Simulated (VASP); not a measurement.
Method: r2SCAN meta-GGA, VASP's PBE PAW potentials (set 64) (plane waves; VASP 6.6.1).

Input for VASP

### KPOINTS
```
Automatic mesh
0
Gamma
7 7 7
0 0 0
```

File POSCAR:
```
MgS
1.0
  0.0000000000   2.8173650000   2.8173650000
  2.8173650000   0.0000000000   2.8173650000
  2.8173650000   2.8173650000   0.0000000000
S Mg
1 1
Cartesian
  1.4086825000   1.4086825000   1.4086825000
  0.0000000000   0.0000000000   0.0000000000
```

**INCAR**
```
PREC = Accurate
ENCUT = 400
LREAL = .FALSE.
EDIFF = 1E-6   # SCF stop (eV)
ISIF = 3   # ions, shape and volume
ALGO = Normal
LASPH = .TRUE.   # aspherical one-centre terms
LMIXTAU = .TRUE.
SYSTEM = MgS
IBRION = 2   # conjugate gradients
NELM = 100   # most electronic steps
ISMEAR = 0
NSW = 60
LWAVE = .FALSE.
LCHARG = .FALSE.
EDIFFG = -0.01   # ionic stop
SIGMA = 0.05
METAGGA = R2SCAN
```

POTCAR, in this order: S Mg (PBE.64 set). Program: vasp_std.

Output

### OSZICAR
```
       N       E                     dE             d eps       ncg     rms          rms(c)
DAV:   1     0.156078233113E+02    0.15608E+02   -0.31362E+03   320   0.655E+02
DAV:   2    -0.158373770654E+02   -0.31445E+02   -0.29879E+02   408   0.103E+02
DAV:   3    -0.172123566660E+02   -0.13750E+01   -0.13750E+01   408   0.291E+01
DAV:   4    -0.172195736604E+02   -0.72170E-02   -0.72170E-02   504   0.242E+00
DAV:   5    -0.172195781942E+02   -0.45338E-05   -0.45338E-05   440   0.650E-02    0.422E+00
DAV:   6    -0.154623320251E+02    0.17572E+01   -0.14889E+00   336   0.809E+00    0.456E+00
DAV:   7    -0.153687344166E+02    0.93598E-01   -0.43805E-01   408   0.423E+00    0.222E+00
DAV:   8    -0.155751329447E+02   -0.20640E+00   -0.20190E-01   320   0.496E+00    0.141E+00
DAV:   9    -0.153495243867E+02    0.22561E+00   -0.76754E-02   320   0.337E+00    0.194E-01
DAV:  10    -0.154442645172E+02   -0.94740E-01   -0.40258E-02   320   0.202E+00    0.134E-01
DAV:  11    -0.154386531400E+02    0.56114E-02   -0.52306E-04   424   0.217E-01    0.142E-01
DAV:  12    -0.154463553542E+02   -0.77022E-02   -0.83287E-03   320   0.113E+00    0.123E-01
DAV:  13    -0.154489284894E+02   -0.25731E-02   -0.88521E-04   320   0.369E-01    0.900E-02
DAV:  14    -0.154489954227E+02   -0.66933E-04   -0.26740E-04   320   0.233E-01    0.290E-02
DAV:  15    -0.154493177200E+02   -0.32230E-03   -0.77870E-05   336   0.111E-01    0.152E-02
DAV:  16    -0.154492742602E+02    0.43460E-04   -0.83626E-06   384   0.378E-02    0.834E-03
DAV:  17    -0.154493007813E+02   -0.26521E-04   -0.68232E-06   320   0.337E-02    0.110E-02
DAV:  18    -0.154492976244E+02    0.31569E-05   -0.18602E-06   320   0.165E-02    0.732E-03
DAV:  19    -0.154492987325E+02   -0.11081E-05   -0.68318E-07   320   0.115E-02    0.248E-03
DAV:  20    -0.154492971675E+02    0.15650E-05   -0.68528E-08   160   0.352E-03    0.190E-03
DAV:  21    -0.154492984845E+02   -0.13170E-05   -0.20882E-08   160   0.134E-03    0.714E-04
DAV:  22    -0.154492984516E+02    0.32895E-07   -0.10128E-08   160   0.916E-04
   1 F= -.15449298E+02 E0= -.15449298E+02  d E =-.154493E+02
       N       E                     dE             d eps       ncg     rms          rms(c)
DAV:   1    -0.154535677320E+02   -0.42692E-02   -0.82914E-02   320   0.186E+00    0.464E-01
DAV:   2    -0.154502923575E+02    0.32754E-02   -0.10140E-02   360   0.553E-01    0.200E-01
DAV:   3    -0.154501218670E+02    0.17049E-03   -0.22417E-03   320   0.300E-01    0.117E-01
DAV:   4    -0.154500864179E+02    0.35449E-04   -0.29295E-05   424   0.699E-02    0.108E-01
DAV:   5    -0.154501754985E+02   -0.89081E-04   -0.11236E-04   320   0.140E-01    0.384E-02
DAV:   6    -0.154500385555E+02    0.13694E-03   -0.11167E-04   320   0.142E-01    0.119E-02
DAV:   7    -0.154500637284E+02   -0.25173E-04   -0.20699E-06   352   0.162E-02    0.106E-02
DAV:   8    -0.154500507838E+02    0.12945E-04   -0.19673E-07   176   0.636E-03    0.693E-03
DAV:   9    -0.154500658804E+02   -0.15097E-04   -0.19546E-06   336   0.154E-02    0.267E-03
DAV:  10    -0.154500629589E+02    0.29215E-05   -0.30368E-08   160   0.220E-03    0.199E-03
DAV:  11    -0.154500644917E+02   -0.15327E-05   -0.10292E-08   160   0.906E-04    0.165E-03
DAV:  12    -0.154500606646E+02    0.38271E-05   -0.16678E-08   160   0.164E-03    0.950E-04
DAV:  13    -0.154500616117E+02   -0.94713E-06   -0.31591E-09   160   0.485E-04
   2 F= -.15450062E+02 E0= -.15450062E+02  d E =-.763160E-03
       N       E                     dE             d eps       ncg     rms          rms(c)
DAV:   1    -0.154502713820E+02   -0.21072E-03   -0.37066E-03   320   0.396E-01    0.992E-02
DAV:   2    -0.154501308238E+02    0.14056E-03   -0.44948E-04   352   0.117E-01    0.425E-02
DAV:   3    -0.154501026104E+02    0.28213E-04   -0.10084E-04   320   0.636E-02    0.259E-02
DAV:   4    -0.154501150765E+02   -0.12466E-04   -0.12857E-06   408   0.146E-02    0.237E-02
DAV:   5    -0.154500819105E+02    0.33166E-04   -0.48024E-06   320   0.283E-02    0.808E-03
DAV:   6    -0.154501229419E+02   -0.41031E-04   -0.48216E-06   320   0.291E-02    0.261E-03
DAV:   7    -0.154501183106E+02    0.46313E-05   -0.92262E-08   160   0.347E-03    0.240E-03
DAV:   8    -0.154501195562E+02   -0.12456E-05   -0.15453E-08   160   0.140E-03    0.133E-03
DAV:   9    -0.154501182326E+02    0.13236E-05   -0.78377E-08   160   0.320E-03    0.452E-04
DAV:  10    -0.154501189381E+02   -0.70548E-06   -0.43644E-09   160   0.680E-04
   3 F= -.15450119E+02 E0= -.15450119E+02  d E =-.820487E-03
```

### OUTCAR
```
------------------------ aborting loop because EDIFF is reached ----------------------------------------
  FORCE on cell =-STRESS in cart. coord.  units (eV):
  Direction    XX          YY          ZZ          XY          YZ          ZX
  --------------------------------------------------------------------------------------
  Total        0.0016702      0.0016702      0.0016702      0.0000000      0.0000000     -0.0000000
  in kB        0.0592514      0.0592514      0.0592514      0.0000000      0.0000000     -0.0000000
  external PRESSURE =       0.0592514 kB  Pullay stress =       0.0000000 kB
  volume of cell :       45.16
      direct lattice vectors                 reciprocal lattice vectors
     0.000000000  2.826527239  2.826527239    -0.176895518  0.176895518  0.176895518
     2.826527239  0.000000000  2.826527239     0.176895518 -0.176895518  0.176895518
     2.826527239  2.826527239 -0.000000000     0.176895518  0.176895518 -0.176895518
 POSITION                                       TOTAL-FORCE (eV/Angst)
 -----------------------------------------------------------------------------------
      1.41326      1.41326      1.41326        -0.000000     -0.000000     -0.000000
      0.00000      0.00000      0.00000         0.000000      0.000000      0.000000
 -----------------------------------------------------------------------------------
    total drift:                               -0.000002     -0.000002     -0.000002
  FREE ENERGIE OF THE ION-ELECTRON SYSTEM (eV)
  ---------------------------------------------------
  free  energy   TOTEN  =       -15.4501189381 eV

  energy  without entropy=      -15.4501189381  energy(sigma->0) =      -15.45011894

 reached required accuracy - stopping structural energy minimisation
```
(Selected blocks of OUTCAR.)

**CONTCAR**
```
MgS
   1.00000000000000
     0.0000000000000000    2.8265272393546410    2.8265272393546410
     2.8265272393546410    0.0000000000000000    2.8265272393546410
     2.8265272393546410    2.8265272393546410   -0.0000000000000000
  S               Mg
     1     1
Direct
     0.2500000000000000    0.2500000000000000    0.2500000000000000
     0.0000000000000000    0.0000000000000000    0.0000000000000000
```

The structure was generated: MgS was put into the zincblende type (F-43m), which need not be its known phase. This run relaxes it. Symmetry was kept, so distortions that lower it aren't found.
